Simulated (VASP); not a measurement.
# How smearing and SCF solver change a VASP run on Si2W, part 4 of 4

A convergence test on Si2W: the smearing and SCF solver. The atoms are off their equilibrium sites, so that forces can be compared too. The series runs use LDA. The atoms of the start are displaced at random from the sites of a I4/mmm cell.

VASP 6.6.1; LDA; plane waves and PAW (Si, W).

Still holding for the runs below: The k-mesh is coarse for a metal.

So far. Step 18 (SCF solver: ALGO = Damped): Against the first of the series the energy stays within 0.01 meV an atom and the pressure within 0.01 GPa, after 21 cycles in 8 s. Step 19 (SCF solver: AMIX = 0.1, BMIX = 0.01): Against the first of the series the energy stays within 0.01 meV an atom and the pressure within 0.01 GPa, after 16 cycles in 8.4 s.

### 20. SCF solver: AMIX = 0.8

File INCAR:

```
SYSTEM = Si2W
PREC = Accurate
ENCUT = 400
EDIFF = 1E-06
NELM = 100
ISMEAR = -1
SIGMA = 0.05
LREAL = .FALSE.
ALGO = Normal
GGA = CA
NBANDS = 13
LASPH = .TRUE.
LORBIT = 11
LWAVE = .FALSE.
LCHARG = .FALSE.
KPAR = 4
ISIF = 2
AMIX = 0.8
```

File POSCAR:

```
Si2W
1.0
   -3.2138000000      0.0000000000      0.0000000000
    0.0000000000      3.2138000000      0.0000000000
    1.6069000000     -1.6069000000     -3.9149500000
Si W
2 1
Direct
    0.6672450000      0.6790310000      0.3321630000
    0.3467440000      0.3550360000      0.6733890000
    0.0201690000     -0.0062800000     -0.0062360000
```

File KPOINTS:

```
Automatic mesh
0
Gamma
8 8 6
0 0 0
```

Potentials, in the order of the species: Si and W (PBE family, release 64).

Command:

```console
$ mpirun -np 4 vasp_std
```

Output:

```text
[... set-up lines as in an earlier step ...]
 entering main loop
       N       E                     dE             d eps       ncg     rms          rms(c)
[... 5 cycles as in an earlier step ...]
DAV:   6    -0.282171065295E+02   -0.12808E-02   -0.95053E+00  7658   0.197E+01    0.509E+00
DAV:   7    -0.279171843971E+02    0.29992E+00   -0.10587E+01  7784   0.223E+01    0.120E+01
DAV:   8    -0.273211974606E+02    0.59599E+00   -0.15034E+00  7151   0.815E+00    0.246E+00
DAV:   9    -0.273112129024E+02    0.99846E-02   -0.11497E-01  6399   0.218E+00    0.657E-01
DAV:  10    -0.273114481886E+02   -0.23529E-03   -0.31608E-03  6259   0.420E-01    0.106E-01
DAV:  11    -0.273113962189E+02    0.51970E-04   -0.30676E-04  6415   0.118E-01    0.425E-02
DAV:  12    -0.273113873131E+02    0.89058E-05   -0.48307E-05  6021   0.460E-02    0.258E-02
DAV:  13    -0.273113863853E+02    0.92776E-06   -0.30958E-06  6571   0.131E-02
   1 F= -.27311386E+02 E0= -.27310366E+02  d E =-.204010E-02
```

Run time: 8.6 s. Hardware: 4 MPI ranks of Intel Xeon 6975P-C (Granite Rapids), shared host; peak memory 0.73 GiB; 31 s of CPU time.

From OUTCAR (step 20):

```text
  Total       -0.8346531     -0.8559437     -0.9106115      0.1801149     -0.1060872     -0.0174058
  in kB      -33.0714069    -33.9150018    -36.0811007      7.1366814     -4.2034868     -0.6896677
  external PRESSURE =     -34.3558365 kB  Pullay stress =       0.0000000 kB

 POSITION                                       TOTAL-FORCE (eV/Angst)
 -----------------------------------------------------------------------------------
     -1.61064      1.64852     -1.30040        -0.417491     -0.191770      0.184646
     -0.03230      0.05895     -2.63628        -0.167577     -0.458368      0.303667
      1.53206      1.59674     -3.89054         0.585067      0.650138     -0.488313
 -----------------------------------------------------------------------------------
    total drift:                               -0.000067     -0.000080      0.000110

  FREE ENERGIE OF THE ION-ELECTRON SYSTEM (eV)
  ---------------------------------------------------
  free  energy   TOTEN  =       -27.3113863853 eV

  energy  without entropy=      -27.3093462807  energy(sigma->0) =      -27.31036633

[... 2 parts as in an earlier step ...]

[... 1 further part left out ...]
[key lines of the parts left out:]
E-fermi :  10.1790
```

Against the first of the series the energy stays within 0.01 meV an atom; the pressure moves by -0.01 GPa, after 13 cycles in 8.6 s.

### 21. SCF solver: IMIX = 1, AMIX = 0.2

INCAR: that of step 20 with these lines changed.

```diff
@@ -17,2 +17,3 @@
 ISIF = 2
-AMIX = 0.8
+IMIX = 1
+AMIX = 0.2
```

POSCAR is that of step 20.

KPOINTS is that of step 20.

Command:

```console
$ mpirun -np 4 vasp_std
```

Output:

```text
[... set-up lines as in an earlier step ...]
 entering main loop
       N       E                     dE             d eps       ncg     rms          rms(c)
[... 5 cycles as in an earlier step ...]
DAV:   6    -0.276653961279E+02    0.55043E+00   -0.53341E-01  7812   0.462E+00    0.199E+01
DAV:   7    -0.274912764049E+02    0.17412E+00   -0.15430E-01  7941   0.252E+00    0.149E+01
DAV:   8    -0.274159694068E+02    0.75307E-01   -0.28874E-02  7719   0.116E+00    0.114E+01
DAV:   9    -0.273750170937E+02    0.40952E-01   -0.92155E-03  7028   0.665E-01    0.877E+00
[...]
DAV:  30    -0.273113894910E+02    0.20044E-05   -0.18308E-07  2703   0.268E-03    0.508E-02
DAV:  31    -0.273113882339E+02    0.12570E-05   -0.10820E-07  2658   0.210E-03    0.398E-02
DAV:  32    -0.273113874463E+02    0.78759E-06   -0.70798E-08  2653   0.169E-03
   1 F= -.27311387E+02 E0= -.27310368E+02  d E =-.203835E-02
```

Wall time 14 s (4 MPI ranks); peak memory 0.69 GiB.

OUTCAR, selected parts (step 21):

```text
  Total       -0.8350909     -0.8563819     -0.9106578      0.1801301     -0.1060923     -0.0175148
  in kB      -33.0887549    -33.9323672    -36.0829354      7.1372843     -4.2036868     -0.6939863
  external PRESSURE =     -34.3680192 kB  Pullay stress =       0.0000000 kB

 POSITION                                       TOTAL-FORCE (eV/Angst)
 -----------------------------------------------------------------------------------
     -1.61064      1.64852     -1.30040        -0.417427     -0.191718      0.185078
     -0.03230      0.05895     -2.63628        -0.167522     -0.458300      0.303324
      1.53206      1.59674     -3.89054         0.584950      0.650018     -0.488403
 -----------------------------------------------------------------------------------
    total drift:                                0.000026      0.000033      0.000004

  FREE ENERGIE OF THE ION-ELECTRON SYSTEM (eV)
  ---------------------------------------------------
  free  energy   TOTEN  =       -27.3113874463 eV

  energy  without entropy=      -27.3093490956  energy(sigma->0) =      -27.31036827

[... 2 parts as in an earlier step ...]

[... 1 further part left out ...]
[key lines of the parts left out:]
E-fermi :  10.1787
```

Against the first of the series the energy stays within 0.01 meV an atom; the pressure moves by -0.01 GPa, after 32 cycles in 14 s.

### 22. The SCF solver series as a table

This step: convergence of LDA results with the solver; plane waves and PAW (VASP 6.6.1).

No new run; the numbers come from the runs before.

Differences are taken from the run with ALGO = Normal. Results of the series, by row:

```
                setting     status  energy less the reference (meV/atom)  pressure (GPa)  largest force difference (meV/Å)  SCF cycles  wall time (s)
          ALGO = Normal  converged                                     0          -3.427                                 0          12              6
            ALGO = Fast  converged                              -1.27e-4          -3.418                             0.326          14            7.4
        ALGO = VeryFast  converged                              -3.73e-4          -3.412                             0.257          21            9.8
             ALGO = All  converged                              -4.00e-5          -3.422                             0.121          15            7.2
          ALGO = Damped  converged                               2.33e-4          -3.425                             0.901          21              8
AMIX = 0.1, BMIX = 0.01  converged                               1.10e-4          -3.422                              0.45          16            8.4
             AMIX = 0.8  converged                               1.83e-4          -3.436                             0.331          13            8.6
   IMIX = 1, AMIX = 0.2  converged                              -4.63e-4          -3.437                             0.211          32             14
```

### 23. Outcome

- spread of the pressure over the smearing: 0.348 GPa
- spread of the energy over the smearing: 2.35 meV/atom
- fewest SCF cycles: ALGO = Normal (12)
- most SCF cycles among converged runs: IMIX = 1, AMIX = 0.2 (32)
- spread of the pressure over the SCF solver: 0.0247 GPa
- spread of the energy over the SCF solver: 7.0e-4 meV/atom

**Reading.** The usual rule keeps the entropy term T·S under 1 meV an atom, which holds up to a width of 0.1 eV for Gaussian and 0.2 eV for first-order Methfessel-Paxton. That rule is made for Methfessel-Paxton; with the other schemes the zero-width estimate is the energy to use. Farthest in energy from the narrowest smearing lies ISMEAR = 0, SIGMA = 0.5 (+2.4 meV an atom, +0.28 GPa, 65.5 meV/Å in forces). On a fixed mesh a narrow width is not the exact answer for a metal: it samples the Fermi surface more noisily. All SCF solvers that converged agree within 0.05 meV an atom. No setting beats the 6 s of ALGO = Normal by a fifth or more; the slowest converged run is IMIX = 1, AMIX = 0.2, at 14 s. On a shared host such times are rough.

[Lines on the potential files, build, host, timing and source positions are cut from VASP's logs without a mark.]

[Logs are printed without paths, hosts, clocks, repeated set-up lines and the standing remarks that a program may print on its own settings, such as how far it seeks lower states.]

[Hosts, paths, dates, database ids (printed as entryN), source tags and the programs' standing remarks are cut or masked in the printed files.]

[A measured line is paired with the nearest computed mode of its activity, which favours agreement.]
